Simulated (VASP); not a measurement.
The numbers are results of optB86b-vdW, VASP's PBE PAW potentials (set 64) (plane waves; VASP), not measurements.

Input for VASP

### INCAR
```
EDIFFG = -0.01   ! ionic stop
ISMEAR = 1
ENCUT = 520
GGA = MK
PARAM1 = 0.1234
LREAL = .FALSE.   ! projection in real space or not
LMAXMIX = 4
LWAVE = .FALSE.
AGGAC = 0.0
NELM = 100   ! most electronic steps
NSW = 60   ! most ionic steps
LUSE_VDW = .TRUE.
LCHARG = .FALSE.
SIGMA = 0.1   ! width (eV)
ISIF = 3
PARAM2 = 1.0
LASPH = .TRUE.
PREC = Accurate
EDIFF = 1E-6
SYSTEM = Ge
IBRION = 2   ! conjugate gradients
ALGO = Normal   ! blocked Davidson
```

File KPOINTS:
```
Automatic
0
gamma
 10 10 10
0 0 0
```

File POSCAR:
```
Ge
1.0
  0.0000000000   2.8557598253   2.8557598253
  2.8557598253   0.0000000000   2.8557598253
  2.8557598253   2.8557598253   0.0000000000
Ge
2
Cart
  0.0000000000   0.0000000000   0.0000000000
  1.4278799126   1.4278799126   1.4278799126
```

POTCAR, in this order: Ge_d (PBE.64 set). Program: vasp_std.

The run wrote:

**OUTCAR**
```
 ion  position               nearest neighbor table
   1  0.000  0.000  0.000-   2 2.47   2 2.47   2 2.47   2 2.47
   2  0.250  0.250  0.250-   1 2.47   1 2.47   1 2.47   1 2.47
  LATTYP: Found a face centered cubic cell.
 ALAT       =     5.7115196506
 Subroutine PRICEL returns:
 Original cell was already a primitive cell.
 Subroutine GETGRP returns: Found 48 space group operations
The static configuration has the point symmetry T_d .
 The point group associated with its full space group is O_h .
The dynamic configuration has the point symmetry T_d .
 Subroutine INISYM returns: Found 48 space group operations
 Subroutine IBZKPT returns following result:
 Found     47 irreducible k-points:

 Following reciprocal coordinates:
            Coordinates               Weight
  0.000000  0.000000  0.000000      1.000000
  0.100000  0.000000  0.000000      8.000000
  0.200000  0.000000  0.000000      8.000000
  0.300000  0.000000  0.000000      8.000000
  0.400000  0.000000  0.000000      8.000000
  0.500000  0.000000  0.000000      4.000000
  0.100000  0.100000  0.000000      6.000000
  0.200000  0.100000  0.000000     24.000000
  0.300000  0.100000  0.000000     24.000000
  0.400000  0.100000  0.000000     24.000000
  0.500000  0.100000  0.000000     24.000000
 -0.400000  0.100000  0.000000     24.000000
 -0.300000  0.100000  0.000000     24.000000
 -0.200000  0.100000  0.000000     24.000000
 -0.100000  0.100000  0.000000     12.000000
  0.200000  0.200000  0.000000      6.000000
  0.300000  0.200000  0.000000     24.000000
  0.400000  0.200000  0.000000     24.000000
  0.500000  0.200000  0.000000     24.000000
 -0.400000  0.200000  0.000000     24.000000
 -0.300000  0.200000  0.000000     24.000000
 -0.200000  0.200000  0.000000     12.000000
  0.300000  0.300000  0.000000      6.000000
...
```

### OSZICAR
```
       N       E                     dE             d eps       ncg     rms          rms(c)
DAV:   1     0.170368715396E+03    0.17037E+03   -0.15490E+04  1704   0.422E+03
DAV:   2     0.188351196811E+02   -0.15153E+03   -0.14904E+03  1692   0.544E+02
DAV:   3    -0.189127318629E+01   -0.20726E+02   -0.20563E+02  1870   0.148E+02
DAV:   4    -0.255275617215E+01   -0.66148E+00   -0.65957E+00  1928   0.304E+01
DAV:   5    -0.256472214453E+01   -0.11966E-01   -0.11964E-01  1912   0.423E+00    0.298E+00
DAV:   6    -0.250051500656E+01    0.64207E-01   -0.29588E-02  1806   0.151E+00    0.178E+00
DAV:   7    -0.246549658009E+01    0.35018E-01   -0.70765E-02  1826   0.226E+00    0.153E-01
DAV:   8    -0.246698644786E+01   -0.14899E-02   -0.51870E-03  1814   0.940E-01    0.541E-02
DAV:   9    -0.246703918424E+01   -0.52736E-04   -0.19939E-04  1990   0.219E-01    0.142E-02
DAV:  10    -0.246704823984E+01   -0.90556E-05   -0.33660E-05  1858   0.919E-02    0.695E-03
DAV:  11    -0.246704912662E+01   -0.88678E-06   -0.53875E-06  1946   0.404E-02
   1 F= -.24670491E+01 E0= -.24670512E+01  d E =-.246705E+01
       N       E                     dE             d eps       ncg     rms          rms(c)
DAV:   1    -0.246803631345E+01   -0.98807E-03   -0.14145E-02  2236   0.246E+00    0.185E-01
DAV:   2    -0.246729243725E+01    0.74388E-03   -0.10530E-03  2194   0.676E-01    0.923E-02
DAV:   3    -0.246705884890E+01    0.23359E-03   -0.40102E-04  2228   0.368E-01    0.213E-02
DAV:   4    -0.246704450469E+01    0.14344E-04   -0.46165E-05  2160   0.143E-01    0.464E-03
DAV:   5    -0.246704399810E+01    0.50659E-06   -0.30791E-06  1272   0.354E-02
   2 F= -.24670440E+01 E0= -.24670470E+01  d E =0.512852E-05
       N       E                     dE             d eps       ncg     rms          rms(c)
DAV:   1    -0.246726891088E+01   -0.22441E-03   -0.30431E-03  2234   0.114E+00    0.859E-02
DAV:   2    -0.246710957337E+01    0.15934E-03   -0.22830E-04  2194   0.315E-01    0.427E-02
DAV:   3    -0.246705861824E+01    0.50955E-04   -0.87506E-05  2226   0.172E-01    0.977E-03
DAV:   4    -0.246705401190E+01    0.46063E-05   -0.98739E-06  1960   0.662E-02    0.212E-03
DAV:   5    -0.246705402822E+01   -0.16327E-07   -0.64116E-07   850   0.163E-02
   3 F= -.24670540E+01 E0= -.24670565E+01  d E =-.490161E-05
```

OUTCAR:
```
------------------------ aborting loop because EDIFF is reached ----------------------------------------
  FORCE on cell =-STRESS in cart. coord.  units (eV):
  Direction    XX          YY          ZZ          XY          YZ          ZX
  --------------------------------------------------------------------------------------
  Total       -0.0126825     -0.0126825     -0.0126825      0.0000000      0.0000000      0.0000000
  in kB       -0.4366527     -0.4366527     -0.4366527      0.0000000      0.0000000      0.0000000
  external PRESSURE =      -0.4366527 kB  Pullay stress =       0.0000000 kB
  volume of cell :       46.53
      direct lattice vectors                 reciprocal lattice vectors
     0.000000000  2.854845015  2.854845015    -0.175140856  0.175140856  0.175140856
     2.854845015  0.000000000  2.854845015     0.175140856 -0.175140856  0.175140856
     2.854845015  2.854845015 -0.000000000     0.175140856  0.175140856 -0.175140856
 POSITION                                       TOTAL-FORCE (eV/Angst)
 -----------------------------------------------------------------------------------
      0.00000      0.00000      0.00000         0.000000      0.000000      0.000000
      1.42742      1.42742      1.42742        -0.000000     -0.000000     -0.000000
 -----------------------------------------------------------------------------------
    total drift:                                0.000000      0.000000      0.000000
  FREE ENERGIE OF THE ION-ELECTRON SYSTEM (eV)
  ---------------------------------------------------
  free  energy   TOTEN  =        -2.4670540282 eV

  energy  without entropy=       -2.4670615909  energy(sigma->0) =       -2.46705655

 reached required accuracy - stopping structural energy minimisation
```
(Selected blocks of OUTCAR.)

CONTCAR:
```
Ge
   1.00000000000000
     0.0000000000000000    2.8548450145705080    2.8548450145705080
     2.8548450145705080    0.0000000000000000    2.8548450145705080
     2.8548450145705080    2.8548450145705080   -0.0000000000000000
  Ge
     2
Direct
     0.0000000000000000    0.0000000000000000    0.0000000000000000
     0.2500000000000000    0.2500000000000000    0.2500000000000000
```

The compound is Ge in the diamond structure. This run relaxes it. Symmetry was kept, so distortions that lower it aren't found. The start is the result of an earlier pass.
